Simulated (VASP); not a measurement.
Crystal: Si3N4.

```
CELL_PARAMETERS angstrom
0.00000 3.89372 3.89372
3.89372 0.00000 3.89372
3.89372 3.89372 0.00000
ATOMIC_POSITIONS crystal
Si 0.12500 0.12500 0.62500
Si 0.12500 0.62500 0.12500
Si 0.62500 0.12500 0.12500
Si 0.12500 0.12500 0.12500
Si 0.75000 0.75000 0.75000
Si 0.50000 0.50000 0.50000
N 0.36756 0.36756 0.36756
N 0.35269 0.88244 0.88244
N 0.88244 0.88244 0.35269
N 0.88244 0.35269 0.88244
N 0.36756 0.36756 0.89731
N 0.36756 0.89731 0.36756
N 0.88244 0.88244 0.88244
N 0.89731 0.36756 0.36756
```

The cell is a database's computed one.

| Quantity | Value |
| --- | --- |
| Program | VASP 6.6.1 |
| Task | relaxation of cell and atoms |
| Functional | PBEsol |
| Potentials or basis | VASP PAW PBE potentials, release 64 (Si, N) |
| Cutoff | 600 eV |
| k mesh | 6 × 6 × 6 |
| Occupations | gaussian, width 0.03 eV |
| Spin | no spin polarisation |

At the start: pressure -4.9 GPa; volume 8.43 Å³/atom.

**Question.** Where does the relaxation end?

**Answer.** Over 6 steps the energy falls by 2.1 meV/atom and the volume is 8.29 Å³/atom (-1.6 %); space group Fd-3m (No. 227, to 0.05 Å).

Step by step:
```tsv
step	energy change (eV)	largest force (eV/Å)	pressure (GPa)	volume (Å³)
1	0.0000	0.0594	-4.92	118.07
2	0.0258	0.2153	7.08	113.69
3	-0.0296	0.0521	-0.07	116.19
4	-0.0296	0.0545	0.04	116.16
5	-0.0296	0.0519	0.13	116.09
6	-0.0298	0.0021	0.08	116.12
```

Final structure:
```
Si N
1.0
     0.00000    3.87223    3.87223
     3.87223    0.00000    3.87223
     3.87223    3.87223    0.00000
Si N
6 8
Direct
  0.12500 0.12500 0.62500
  0.12500 0.62500 0.12500
  0.62500 0.12500 0.12500
  0.12500 0.12500 0.12500
  0.75000 0.75000 0.75000
  0.50000 0.50000 0.50000
  0.36756 0.36756 0.36756
  0.35268 0.88244 0.88244
  0.88244 0.88244 0.35268
  0.88244 0.35268 0.88244
  0.36756 0.36756 0.89732
  0.36756 0.89732 0.36756
  0.88244 0.88244 0.88244
  0.89732 0.36756 0.36756
```

Caveat: the PAW data sets were made with another functional, which shifts forces and pressure a little.
